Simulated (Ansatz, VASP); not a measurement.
# AsPO4 (AsPO4 monolayer (from Pnma)) in two plane-wave programs

One calculation is typed for both programs; each brings its own data sets. How far apart do they land? The structure shown is the start of the Ansatz relaxation below; VASP solves that cell, so the two are compared at the walk's first step.

Program: Ansatz 0.2.0. Level of theory: plane waves, with VASP 6.6.1 beside it; single point at LDA. Results are calculated unless marked as measured.

**1. The structure**

The cell holds 12 atoms: 2 P, 2 As and 8 O. Its edges and angles: a = 7.350 Å, b = 5.012 Å, c = 34.664 Å, α = 90.0°, β = 90.0°, γ = 90.0°. Vacuum lies along c. The height across the vacuum is the one that the program set for its solve, not the one typed.

**2. Ansatz: relaxation, LDA**

Ansatz runs on its default PAW (the set named soft_2) files.

The two programs are compared at the cell with which this relaxation starts, whose forces are those of its first step.

File input.yaml:

```yaml
crystal:
  lattice:
    - [7.350468, 0.0, 0.0]
    - [0.0, 5.011731, 0.0]
    - [0.0, 0.0, 29.431835]
  atoms:
    - { symbol: P, position: [0.411469, 0.5, 0.4528522] }
    - { symbol: P, position: [0.911469, 0.0, 0.5471478] }
    - { symbol: As, position: [0.7881638, 0.5, 0.4966291] }
    - { symbol: As, position: [0.2881638, 0.0, 0.5033709] }
    - { symbol: O, position: [0.0, 0.0, 0.5922782] }
    - { symbol: O, position: [0.5, 0.5, 0.4077218] }
    - { symbol: O, position: [0.5423352, 0.5, 0.4949828] }
    - { symbol: O, position: [0.0423352, 0.0, 0.5050172] }
    - { symbol: O, position: [0.7851102, 0.246598, 0.5406089] }
    - { symbol: O, position: [0.2851102, 0.253402, 0.4593911] }
    - { symbol: O, position: [0.7851102, 0.753402, 0.5406089] }
    - { symbol: O, position: [0.2851102, 0.746598, 0.4593911] }
  periodic: [true, true, false]
basis:
  ecutwfc: 420
  xc_grid: 2
hamiltonian:
  xc: lda
kpoints:
  mp_grid: { grid: [5, 7, 1] }
scf:
  occupations: { method: fermi_dirac, width: 0.02 }
  max_iter: 100
relax:
  f_tol: 0.005
  max_steps: 60
  cell: {}
output:
  forces: true
checkpoint:
  write: "../cell.run"
  compress: false
  write_wavefunctions: false
  write_every: 100000
```

The run is started by

```
> ansatz run input.yaml --threads 4 --pin off --max-ram 10362MiB --backend cpu --events-out ev --progress --plain --runs-dir out
```

Numbers of over 12 decimals in the logs are rounded to 6 here.

The program printed:

```text
Warning: crystal.periodic: the lattice vector that does not repeat stood 0.000° off the slab's normal, 29.432 Å along it as the deck builds it. The run solves the slab on a vector along the normal, 34.664 Å long, with every atom where it was (on the deck's vector they left 24.00 Å outside them, and the widest stretch free of ions among them is 1.33 Å). A fractional position that the run reports is one of the run's ce [...]
crystal.periodic: the lattice vector that does not repeat stood 0.000° off the slab's normal, 29.432 Å along it as the deck builds it. The run solves the slab on a vector along the normal, 34.664 Å long, with every atom where it was (on the deck's vector they left 24.00 Å outside them, and the widest stretch free of ions among them is 1.33 Å). A fractional position that the run reports is one of the run's cell, which [...]
Engine: ansatz 0.2.0, x86_64-unknown-linux-gnu
Pseudopotentials: kind: paw
Pseudopotential: P, paw, valence charge 5, recommended cutoff 420 eV (normal), P.paw.azcp
Pseudopotential: As, paw, valence charge 15, recommended cutoff 420 eV (normal), As.paw.azcp
Pseudopotential: O, paw, valence charge 6, recommended cutoff 420 eV (normal), O.paw.azcp
Functional definition: SPW92
  exchange = slater_x
  correlation = pw_c
Crystal: 12 atoms, lattice volume = 1276.960 Å³
Basis set: ecut = 420 eV, 24979 PW (Γ), exchange–correlation on 100×72×480 points (8 copies of the dense FFT grid, shifted against one another)
Bands: 56, of which v1, the nominal top of the filled ones, is band 44 counted from 1 (43 counted from 0)
Symmetry: 4 space group operations
Space group: Pmn21 (ITA 31), of the structure as read, at distance tolerance 1.1e-4 Å
k-points: 12 of 35 (time reversal used)
Non-local potential: P, projectors of the file, l = 0: 2, l = 1: 2, l = 2: 2
Non-local potential: As, projectors of the file, l = 0: 2, l = 1: 2, l = 2: 3, l = 3: 1
[...]
Crystal: 12 atoms, lattice volume = 1272.049 Å³
Basis set: ecut = 420 eV, 24899 PW (Γ), exchange–correlation on 100×72×480 points (8 copies of the dense FFT grid, shifted against one another)
iter 1 solved again at ethr=1.80e-6 eV; its pass at ethr=3.10e-3 eV (dr2=1.58e-3 eV) is discarded
SCF iter   1: F=—  HF=-15440.663348 eV  |F-HF|=—  |Δ(HF+E_count)|=         —  Δρ=5.06e-4  dr2=1.57e-3  ethr=1.80e-6  ⟨swp⟩=3.4  Hψ=3008  notcnv=0  defer=1
preconditioner: auto → Resta (q_TF=auto, 1.748 Å⁻¹)  ε∞=1.3  [insulator: Δε(μ)=4.561 eV  Ē_g=14.525 eV  σ=0.020 eV  W_gap=1.00  n_scr=120 (ndim 8)  ℏωp=8.6 eV  f_vac=0.840  D(μ)=0.00/eV (n_scr^D=0)  ε∞_Penn≈1.3  vacuum switching on, ρ_ref=1.5e-2 e/Å³]
SCF iter   2: F=—  HF=-15440.662968 eV  |F-HF|=—  |Δ(HF+E_count)|=   3.80e-4  Δρ=2.55e-4  dr2=3.67e-4  ethr=1.79e-6  ⟨swp⟩=2.2  Hψ=1061  notcnv=0
SCF iter   3: F=—  HF=-15440.662922 eV  |F-HF|=—  |Δ(HF+E_count)|=   4.60e-5  Δρ=1.52e-4  dr2=1.90e-4  ethr=4.17e-7  ⟨swp⟩=3.0  Hψ=1214  notcnv=0
SCF iter   4: F=—  HF=-15440.662884 eV  |F-HF|=—  |Δ(HF+E_count)|=   3.82e-5  Δρ=3.05e-5  dr2=4.42e-6  ethr=2.16e-7  ⟨swp⟩=2.1  Hψ=1009  notcnv=0
SCF iter   5: F=—  HF=-15440.662764 eV  |F-HF|=—  |Δ(HF+E_count)|=   1.20e-4  Δρ=1.30e-5  dr2=1.41e-6  ethr=5.03e-9  ⟨swp⟩=3.3  Hψ=1485  notcnv=0
SCF iter   6: F=—  HF=-15440.662764 eV  |F-HF|=—  |Δ(HF+E_count)|=   2.17e-7  Δρ=2.90e-6  dr2=5.05e-8  ethr=1.60e-9  ⟨swp⟩=2.0  Hψ=1045  notcnv=0
SCF iter   7: F=-15440.662764 eV  HF=-15440.662764 eV  |F-HF|=4.49e-9  |Δ(HF+E_count)|=   8.64e-9  Δρ=1.25e-6  dr2=1.07e-8  ethr=1.52e-11  ⟨swp⟩=6.8  Hψ=2971  notcnv=0
SCF 13 converged in 7 iterations: F = -15440.662764 eV  dr2 = 1.07e-8
relax step  13: F+E_penalty+E_count = -15440.66276395 eV  Δ(F+E_penalty+E_count) = -1.693e-3 eV  max|allowed force component| = 5.245e-2 eV/Å  Δτ_max = 0.0070 Å  P = -0.017 N/m  Ω = 1272.049 Å³  energy of the carried Pulay correction = +2.427e-3 eV  fix = [c, alpha, beta]  reactions: c -0.000 N/m  (7 SCF iters, dr2 threshold 1.34e-8 eV, accepted)
[...]
relax step  14: F+E_penalty+E_count = -15440.66392983 eV  Δ(F+E_penalty+E_count) = -1.166e-3 eV  max|allowed force component| = 3.821e-3 eV/Å  Δτ_max = 0.0055 Å  P = -0.003 N/m  Ω = 1270.422 Å³  energy of the carried Pulay correction = +3.475e-3 eV  fix = [c, alpha, beta]  reactions: c +0.000 N/m  (6 SCF iters, dr2 threshold 1.72e-7 eV, accepted)
[...]
relax step  15: F+E_penalty+E_count = -15440.66090287 eV  Δ(F+E_penalty+E_count) = +3.027e-3 eV  max|allowed force component| = 3.980e-3 eV/Å  Δτ_max = 0.0000 Å  P = -0.014 N/m  Ω = 1270.422 Å³  fix = [c, alpha, beta]  reactions: c -0.000 N/m  stress off target by 2.13e-2 N/m on what of the cell is left free  SCF on the basis re-selected at this cell (its energy is not comparable with the rows above)  (7 SCF iters)
basis re-selected at this cell: Δ(F+E_penalty+E_count) = +3.027e-3 eV, ΔP = -0.011 N/m vs the last step (what re-selecting the basis moved, of the pressure what is left beyond the Pulay correction that the steps carried, after the strain that the cell walked since its last selection, with what the two solves' SCF thresholds leave and, on support functions, any second-order correction that the steps lacked; it is no m [...]
SCF converged after 7 iterations
Free energy (F): -15440.660903 eV
Harris-Foulkes:  -15440.660903 eV  (|F-HF|=2.14e-9)
Internal energy: -15440.660903 eV  (E = F + TS)
E sigma→0 (E₀):  -15440.660903 eV
Fermi energy:    -6.691245 eV
--- Per-component energies (eV) ---
  E_band       = -1995.216238
  E_kinetic    = 1768.516073
  E_local      = -148228.596269  (includes V_loc(G=0)·N_el)
  E_nonlocal   = -860.904829
  E_hartree    = 73108.440133
  E_xc         = -859.560116
  E_vxc        = -1025.951032  (∫ρ·V_xc dr)
  E_paw        = -5770.167421  (= ΣΔE_a)
  E_vpaw       = 134.819315  (= ΣTr[D̂ρ^β])
  E_aug_tail   = 0.020258  (compensation charges beyond the density's cutoff)
  E_ewald      = 65396.430733
  E_core_change = 5.160535  (= ΣΔE_core)
  E_smearing   = -0.000000  (= −TS)
  E_closure    = -0.000000  (closes the sum)
  Σ components = -15440.660903   (vs F -15440.660903, Δ=0.00e0)
--- Forces (eV/Å), atoms counted from 1 ---
  atom   1  P     -0.00215470     0.00000000     0.00371638
  atom   2  P     -0.00215470     0.00000000    -0.00371638
  atom   3  As     0.00234278    -0.00000000     0.00015712
  atom   4  As     0.00234278    -0.00000000    -0.00015712
  atom   5  O      0.00398031     0.00000000    -0.00017259
  atom   6  O      0.00398031     0.00000000     0.00017259
  atom   7  O      0.00117210     0.00000000    -0.00175851
  atom   8  O      0.00117210     0.00000000     0.00175851
  atom   9  O     -0.00267058     0.00120147    -0.00049074
  atom  10  O     -0.00267058    -0.00120147     0.00049074
  atom  11  O     -0.00267058    -0.00120147    -0.00049074
  atom  12  O     -0.00267058     0.00120147     0.00049074
  max |Σ_I F_I| component: 1.33e-6 eV/Å
--- 2D stress c σ (N/m, compression-positive) ---
       -0.021289      -0.000000       0.000000
       -0.000000      -0.006524       0.000000
        0.000000       0.000000      -0.000000
  P = ½ c Tr σ = -0.0139 N/m
--- Relaxed structure (13 steps of the walk, 13 accepted, 2 SCFs on fresh bases) ---
  F+E_penalty+E_count = -15440.66090287 eV   max|allowed force component| = 3.980e-3 eV/Å   (the final SCF, on the basis selected at the relaxed cell)
  cell:  # Å, volume = 1270.4222 Å³
    - [7.239235, 0, 0]
    - [0, 5.062685, 0]
    - [0, 0, 34.663667025988]
  atoms:
    - { symbol: P, position: [0.416367, 0.5, 0.387400] }
    - { symbol: P, position: [0.916367, 0, 0.461669] }
    - { symbol: As, position: [0.765950, 0.5, 0.424658] }
    - { symbol: As, position: [0.265950, 0, 0.424411] }
    - { symbol: O, position: [0.052600, 0, 0.492644] }
    - { symbol: O, position: [0.552600, 0.5, 0.356424] }
    - { symbol: O, position: [0.516234, 0.5, 0.428613] }
    - { symbol: O, position: [0.016234, 0, 0.420456] }
    - { symbol: O, position: [0.780519, 0.241298, 0.460100] }
    - { symbol: O, position: [0.280519, 0.258702, 0.388969] }
    - { symbol: O, position: [0.780519, 0.758702, 0.460100] }
    - { symbol: O, position: [0.280519, 0.741298, 0.388969] }
```

**3. VASP: single point, LDA, start cell**

The same cell, functional (in two slightly different forms), mesh and smearing now go to VASP, with its own data sets.

Lines of VASP's logs that name or quote its potential files are left out, and so is its time.

File INCAR:

```
SYSTEM = AsPO4
PREC = Accurate
ENCUT = 520
EDIFF = 1E-06
NELM = 120
ISMEAR = -1
SIGMA = 0.02
LREAL = .FALSE.
ALGO = Normal
GGA = CA
NBANDS = 46
LORBIT = 11
LWAVE = .FALSE.
LCHARG = .FALSE.
ISIF = 2
LDIPOL = .TRUE.
IDIPOL = 3
DIPOL = 0.5 0.5 0.425
LVHAR = .TRUE.
LASPH = .TRUE.
GGA_COMPAT = .FALSE.
EFERMI = MIDGAP
NELMDL = -8
KPAR = 2
```

File POSCAR:

```
AsPO4
1.0
    7.3504680000      0.0000000000      0.0000000000
    0.0000000000      5.0117310000      0.0000000000
    0.0000000000      0.0000000000     34.6636670000
P As O
2 2 8
Direct
    0.4114690384      0.5000000998      0.3845026263
    0.9114690384      0.0000000000      0.4645660830
    0.7881638285      0.5000000998      0.4216722368
    0.2881638285      0.0000000000      0.4273964725
    0.0000000000      0.0000000000      0.5028848794
    0.5000000000      0.5000000998      0.3461838299
    0.5423352636      0.5000000998      0.4202744043
    0.0423352636      0.0000000000      0.4287943050
    0.7851101454      0.2465980317      0.4590141026
    0.2851101454      0.2534020681      0.3900546067
    0.7851101454      0.7534019683      0.4590141026
    0.2851101454      0.7465979319      0.3900546067
```

File KPOINTS:

```
Automatic mesh
0
Gamma
5 7 1
0 0 0
```

PAW data sets: P, As and O (LDA family, release 64).

The run is started by

```
> mpirun -np 2 vasp_std
```

The program printed:

```text
[banner, memory and clock lines left out]
running    2 mpi-ranks, on    1 nodes
 distrk:  each k-point on    1 cores,    2 groups
 distr:  one band on    1 cores,    1 groups

 POSCAR found type information on POSCAR P AsO
 POSCAR found :  3 types and      12 ions
 LDA part: xc-table for (Slater(with rela. corr.)+CA(PZ))
 , standard interpolation
 POSCAR, INCAR and KPOINTS ok, starting setup
 FFT: planning ... GRIDC
 FFT: planning ... GRID_SOFT
 FFT: planning ... GRID
 WAVECAR not read
 entering main loop
       N       E                     dE             d eps       ncg     rms          rms(c)
DAV:   1     0.729857264305E+03    0.72986E+03   -0.22673E+04  1312   0.102E+03
DAV:   2     0.105390395746E+03   -0.62447E+03   -0.58656E+03  1736   0.225E+02
DAV:   3    -0.916294517284E+02   -0.19702E+03   -0.19577E+03  1248   0.144E+02
DAV:   4    -0.101632462003E+03   -0.10003E+02   -0.99265E+01  1424   0.384E+01
DAV:   5    -0.101830447587E+03   -0.19799E+00   -0.19763E+00  1482   0.520E+00
DAV:   6    -0.101834887591E+03   -0.44400E-02   -0.44328E-02  1380   0.808E-01
DAV:   7    -0.101835085089E+03   -0.19750E-03   -0.19745E-03  1538   0.149E-01
DAV:   8    -0.101835090206E+03   -0.51174E-05   -0.51151E-05  1344   0.246E-02    0.349E+01
DAV:   9    -0.882315063531E+02    0.13604E+02   -0.54914E+01  1332   0.349E+01    0.179E+01
DAV:  10    -0.879386269410E+02    0.29288E+00   -0.47498E+00  1416   0.100E+01    0.558E+00
DAV:  11    -0.877386219263E+02    0.20001E+00   -0.54228E-01  1290   0.326E+00    0.222E+00
DAV:  12    -0.876753223566E+02    0.63300E-01   -0.73560E-02  1474   0.181E+00    0.612E-01
DAV:  13    -0.876707796773E+02    0.45427E-02   -0.21507E-02  1392   0.722E-01    0.292E-01
DAV:  14    -0.876733394453E+02   -0.25598E-02   -0.67736E-03  1296   0.363E-01    0.113E-01
[...]
DAV:  23    -0.876760578929E+02   -0.54951E-04   -0.12129E-06   994   0.415E-03    0.163E-03
DAV:  24    -0.876761218784E+02   -0.63986E-04   -0.23146E-06   966   0.460E-03    0.129E-03
DAV:  25    -0.876761364558E+02   -0.14577E-04   -0.18178E-07   960   0.192E-03    0.744E-04
DAV:  26    -0.876761500408E+02   -0.13585E-04   -0.31276E-07   902   0.243E-03    0.553E-04
DAV:  27    -0.876761520792E+02   -0.20384E-05   -0.49289E-08   912   0.989E-04    0.464E-04
DAV:  28    -0.876761536680E+02   -0.15888E-05   -0.21350E-08   772   0.803E-04    0.163E-04
DAV:  29    -0.876761548321E+02   -0.11641E-05   -0.18657E-08   858   0.738E-04    0.194E-04
DAV:  30    -0.876761551000E+02   -0.26788E-06   -0.53162E-10   768   0.329E-04
   1 F= -.87676155E+02 E0= -.87676155E+02  d E =0.000000E+00
```

(Part 1 of 2 ends here.)

[Lines on the potential files, build, host, timing and source positions are cut from VASP's logs without a mark.]

[Logs are printed without paths, hosts, clocks, repeated set-up lines and the standing remarks that a program may print on its own settings, such as how far it seeks lower states.]

[Hosts, paths, dates, database ids (printed as entryN), source tags and the programs' standing remarks are cut or masked in the printed files.]
